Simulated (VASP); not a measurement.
```yaml
crystal:
  lattice:
    - [0.00000, 2.31000, 2.31000]
    - [2.31000, 0.00000, 2.31000]
    - [2.31000, 2.31000, 0.00000]
  atoms:
    - { symbol: Li, position: [0.25000, 0.25000, 0.25000] }
    - { symbol: Li, position: [0.75000, 0.75000, 0.75000] }
    - { symbol: O, position: [0.00000, 0.00000, 0.00000] }
```

The base run (VASP): PBE GGA, plane waves, VASP's PBE PAW potentials (set 64). Numerical set-up: 520 eV cut-off, 9×9×9 Γ-centred mesh, Gaussian smearing of 0.050 eV, potentials Li_sv O.

One setting is varied; ΔE counts from the base run. The base run took about 6 core-seconds. Costs are core time on shared hosts, one run each; read them as rough ratios.

Pressures at a finite cut-off, here 520 eV, hold a Pulay part, which wasn't tested here.

```csv
setting,cost over the base run,electronic steps,ΔE (meV/atom),pressure (GPa)
base run,reference,13,0.0,0.32
SYMPREC = 1E-3,within a factor of 2,13,0.0,0.32
ISYM = 1,within a factor of 2,13,0.0,0.32
ISYM = 0,about 8 times,13,0.0,0.32
ISYM = -1,about 20 times,13,0.0,0.32
```

Left out are runs that failed, have no time on record or changed the cell.

The compound is Li2O in the antifluorite structure. The cell was not relaxed at this level.
